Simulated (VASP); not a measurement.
# SiF (Pm-3m) in VASP: settings compared, part 3 of 3

VASP 6.6.1. Earlier steps stand in the parts before.

### Step 6. Relaxation of cell and atoms, PBE+D2

Input file INCAR:

```
SYSTEM = SiF
ALGO     = Normal         ! electronic algorithm
EDIFF    = 1E-6           ! SCF threshold, eV
EDIFFG   = -0.02          ! ionic threshold
ENCUT    = 600            ! plane-wave cutoff, eV
GGA      = PE             ! functional
IBRION   = 2              ! ionic algorithm
ISIF     = 3              ! what is computed and relaxed
ISMEAR   = -1             ! smearing method
IVDW     = 1              ! dispersion correction
LASPH    = .TRUE.         ! aspherical terms in the spheres
LCHARG   = .FALSE.        ! write CHGCAR
LREAL    = .FALSE.        ! projectors in reciprocal space
LWAVE    = .FALSE.        ! write WAVECAR
NELM     = 60             ! most SCF steps
NSW      = 60             ! ionic steps
PREC     = Accurate       ! precision mode
SIGMA    = 0.05           ! smearing width, eV
```

Input file KPOINTS:

```
k-points
0
G
  9 9 9
  0 0 0
```

Input file POSCAR:

```
SiF
1.0
    3.0286000000      0.0000000000      0.0000000000
    0.0000000000      3.0286000000      0.0000000000
    0.0000000000      0.0000000000      3.0286000000
Si F
1 1
Direct
    0.5000000000      0.5000000000      0.5000000000
    0.0000000000      0.0000000000      0.0000000000
```

Potentials or basis: VASP PAW PBE potentials, release 64 (Si, F).

Command:

```console
> cat potpaw_PBE.64/Si/POTCAR potpaw_PBE.64/F/POTCAR > POTCAR
> mpirun -np 1 vasp_std > vasp.out
```

OUTCAR:

```text
SYSTEM = SiF
   EDIFF = 1E-6
   EDIFFG = -0.02
   ENCUT = 600
   GGA = PE
   IBRION = 2
   ISIF = 3
   ISMEAR = -1
   IVDW = 1
   LASPH = .TRUE.
   LREAL = .FALSE.
   NELM = 60
   NSW = 60
   PREC = Accurate
  IVDW =   1

 ion  position               nearest neighbor table
   1  0.500  0.500  0.500-
   2  0.000  0.000  0.000-

  LATTYP: Found a simple cubic cell.
 ALAT       =     3.0286000000

  Lattice vectors:

 A1 = (   3.0286000000,   0.0000000000,   0.0000000000)
 A2 = (   0.0000000000,   3.0286000000,   0.0000000000)
 A3 = (   0.0000000000,   0.0000000000,   3.0286000000)

Analysis of symmetry for initial positions (statically):
=====================================================================
 Subroutine PRICEL returns:
 Original cell was already a primitive cell.

 Routine SETGRP: Setting up the symmetry group for a
 simple cubic supercell.

 Subroutine GETGRP returns: Found 48 space group operations
 (whereof 48 operations were pure point group operations)
[... 226 lines left out ...]
  band No.  band energies     occupation
      1     -18.2713      2.00000
      2      -3.0640      2.00000
      3       0.6535      2.00000
      4       0.6535      2.00000
      5       0.6535      2.00000
      6      11.1633      0.00000
      7      11.1633      0.00000
      8      11.1633      0.00000
      9      11.7469      0.00000
[... 265 lines left out ...]
 k-point    24 :       0.4444    0.3333    0.1111
  band No.  band energies     occupation
      1     -17.8834      2.00000
      2      -2.3523      2.00000
      3      -0.8542      2.00000
      4       0.9196      2.00000
      5       1.7647      2.00000
      6       6.0060      0.43161
      7       7.0597      0.00000
      8      10.9901      0.00000
      9      13.8264      0.00000

 [... further k-points ...]

------------------------ aborting loop because EDIFF is reached ----------------------------------------

  DFT-D2 method for vdW energy calculation

  Number of pair interactions contributing to vdW energy:   57392

  Edisp (eV):   -0.25012

  FORCE on cell =-STRESS in cart. coord.  units (eV):
  Direction    XX          YY          ZZ          XY          YZ          ZX
  --------------------------------------------------------------------------------------
  -------------------------------------------------------------------------------------
  Total      -0.02515    -0.02515    -0.02515     0.00000     0.00000    -0.00000
  in kB      -1.46876    -1.46876    -1.46876     0.00000     0.00000    -0.00000
  external pressure =       -1.47 kB  Pullay stress =        0.00 kB

 VOLUME and BASIS-vectors are now :
 -----------------------------------------------------------------------------
  energy-cutoff  :      600.00
  volume of cell :       27.43
      direct lattice vectors                 reciprocal lattice vectors
     3.015849060  0.000000000 -0.000000000     0.331581581  0.000000000 -0.000000000
    -0.000000000  3.015849060  0.000000000    -0.000000000  0.331581581 -0.000000000
     0.000000000  0.000000000  3.015849060     0.000000000  0.000000000  0.331581581

 POSITION                                       TOTAL-FORCE (eV/Angst)
 -----------------------------------------------------------------------------------
      1.50792      1.50792      1.50792        -0.000000      0.000000      0.000000
      0.00000      0.00000      0.00000         0.000000     -0.000000      0.000000
 -----------------------------------------------------------------------------------
    total drift:                               -0.000000      0.000000      0.000000

  FREE ENERGIE OF THE ION-ELECTRON SYSTEM (eV)
  ---------------------------------------------------
  free  energy   TOTEN  =        -8.0294222269 eV

  energy  without entropy=       -8.0119286628  energy(sigma->0) =       -8.02067544

 reached required accuracy - stopping structural energy minimisation
```

OSZICAR:

```text
N       E                     dE             d eps       ncg     rms          rms(c)
DAV:   1     0.306395602459E+02    0.30640E+02   -0.55409E+03   630   0.116E+03
DAV:   2    -0.741358873724E+01   -0.38053E+02   -0.36972E+02   859   0.169E+02
DAV:   3    -0.858062394769E+01   -0.11670E+01   -0.11557E+01   728   0.305E+01
[... 14 lines left out ...]
DAV:   3    -0.777956591903E+01    0.39355E-02   -0.25855E-02   648   0.142E+00    0.110E-01
DAV:   4    -0.777932229708E+01    0.24362E-03   -0.90502E-04   640   0.271E-01    0.397E-02
DAV:   5    -0.777930399086E+01    0.18306E-04   -0.89414E-05   646   0.853E-02    0.102E-02
DAV:   6    -0.777930559424E+01   -0.16034E-05   -0.46833E-06   630   0.210E-02    0.391E-03
DAV:   7    -0.777930591190E+01   -0.31766E-06   -0.53208E-07   322   0.689E-03
   2 F= -.80294222E+01 E0= -.80206754E+01  d E =-.126702E-02
```

CONTCAR:

```text
SiF
   1.00000000000000
     3.0158490602981627    0.0000000000000000   -0.0000000000000000
    -0.0000000000000000    3.0158490602981627    0.0000000000000000
     0.0000000000000000    0.0000000000000000    3.0158490602981627
  Si              F
     1     1
Direct
     0.5000000000000000    0.5000000000000000    0.5000000000000000
     0.0000000000000000    0.0000000000000000    0.0000000000000000

  0.00000000E+00  0.00000000E+00  0.00000000E+00
  0.00000000E+00  0.00000000E+00  0.00000000E+00
```

Wall time 7.3 s (1 thread of AMD EPYC 9R45 (Zen 5), shared host); peak memory 0.11 GiB.

What came out:

```
Free energy                            : -8.0294 eV
Relaxed volume                         : 13.72 Å³/atom
Relaxed cell                           : a = 3.016 Å, b = 3.016 Å, c = 3.016 Å, α = 90.00°, β = 90.00°, γ = 90.00°
Space group after relaxing (to 0.05 Å) : Pm-3m (No. 221)
Energy gained by relaxing              : 0.6 meV/atom
Ionic steps                            : 2
Pressure after relaxing                : -0.1 GPa
Band gap on the k mesh                 : none (metal or under the smearing width)
Dispersion energy per atom             : -0.125 eV
```

Step by step:
```tsv
step	energy change (eV)	largest force (eV/Å)	pressure (GPa)	volume (Å³)
1	0.0000	0.0000	-1.01	27.78
2	-0.0013	0.0000	-0.15	27.43
```

Final structure:
```
Si F
1.0
     3.01585    0.00000    0.00000
     0.00000    3.01585    0.00000
     0.00000    0.00000    3.01585
Si F
1 1
Direct
  0.50000 0.50000 0.50000
  0.00000 0.00000 0.00000
```

Levels at points of the mesh, in eV from the Fermi level:
| k point | band 1 | band 2 | band 3 | band 4 | band 5 | band 6 | band 7 | band 8 | band 9 |
| --- | --- | --- | --- | --- | --- | --- | --- | --- | --- |
| (0.00, 0.00, 0.00) | -24.21 | -9.01 | -5.29 | -5.29 | -5.29 | 5.22 | 5.22 | 5.22 | 5.81 |

Caveat: atom-pairwise D2, TS and ULG terms overbind metals; an odd number of electrons without spin polarisation forces a metal; a magnetic or distorted state may lie lower; pairwise dispersion overbinds metals, which lowers pressure and volume.

### Step 7. Overview

| level | gap on the mesh (eV) | pressure (GPa) | relaxed volume (Å³/atom) |
| --- | --- | --- | --- |
| vdW-DF-cx | none | -0.1 | 13.56 |
| rev-vdW-DF2 | none | -0.1 | 13.84 |
| PBE | none | -0.1 | - |
| PBE+D2 | none | -0.1 | 13.72 |

Alike in all rows: task relaxation of cell and atoms; potentials or basis VASP PAW PBE potentials, release 64 (Si, F); no spin polarisation; cell relaxed; k mesh 9 × 9 × 9; cutoff (eV) 600; smearing fermi-dirac 0.05 eV.

Caveats: an odd number of electrons without spin polarisation forces a metal; a magnetic or distorted state may lie lower; the PAW data sets were made with another functional, which shifts forces and pressure a little (some runs); the relaxation stopped at its first step, so nothing moved (some runs); atom-pairwise D2, TS and ULG terms overbind metals (some runs); pairwise dispersion overbinds metals, which lowers pressure and volume (some runs).

Total energies depend on the potentials used, so only differences within one code and one set of settings carry meaning.
